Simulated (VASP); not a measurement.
Data:

```xyz
10
Lattice="0.0000 5.5923 5.5923 5.5923 0.0000 5.5923 5.5923 5.5923 0.0000" Properties=species:S:1:pos:R:3 pbc="T T T"
Cs     8.3884     8.3884     8.3884
Cs     2.7961     2.7961     2.7961
Ag     5.5923     5.5923     5.5923
Bi     5.5923     5.5923     0.0000
Br     2.8383     5.5923     5.5923
Br     8.3463     5.5923     5.5923
Br     5.5923     2.8383     5.5923
Br     5.5923     8.3463     5.5923
Br     5.5923     5.5923     2.8383
Br     5.5923     5.5923     8.3463
```

The numbers are results of PBEsol GGA, VASP's PBE PAW potentials (set 64) (plane waves; VASP 6.6.1), not measurements. Settings: 400 eV cut-off, 4×4×4 Γ-centred mesh, tetrahedra with Blöchl corrections, potentials Cs_sv Ag Bi_d Br.

The cores are frozen, which limits the accuracy of field gradients.

Problem. Give the principal components of the electric field gradient (V/Å²) and the asymmetry η at each nucleus.

Solution. 
```
atom     Vxx     Vyy    Vzz     η
----  ------  ------  -----  ----
Cs1      0.0     0.0    0.0     -
Cs2      0.0     0.0    0.0     -
Ag3      0.0     0.0    0.0     -
Bi4      0.0     0.0    0.0     -
Br5   -143.8  -143.8  287.7  0.00
Br6   -143.8  -143.8  287.7  0.00
Br7   -143.8  -143.8  287.7  0.00
Br8   -143.8  -143.8  287.7  0.00
Br9   -143.8  -143.8  287.7  0.00
Br10  -143.8  -143.8  287.7  0.00
```

The structure comes from a computed database's Cs2AgBiBr6 entry (Fm-3m); how it stands against other phases isn't given here. It was relaxed first, which changed the volume by -8 %.
